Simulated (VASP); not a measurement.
Given:

```xyz
2
Lattice="0.0000 3.7225 3.7225 3.7225 0.0000 3.7225 3.7225 3.7225 0.0000" Properties=species:S:1:pos:R:3 pbc="T T T"
K      0.0000     0.0000     0.0000
Br     1.8612     1.8612     1.8612
```

Calculation: PBE GGA, VASP's PBE PAW potentials (set 64) (plane waves; VASP 6.6.1). Numerical set-up: 400 eV cut-off, Gaussian smearing of 0.050 eV, potentials K_sv Br.

Problem. Predict the band gap (along the path) with the smallest direct gap where there is one.

Solution. 
* **band gap (along the path)**: 4.23 eV
* **smallest direct gap (along the path)**: 4.24 eV

The structure was generated: KBr was put into the zinc blende type (F-43m), which need not be its known phase. It was relaxed first.
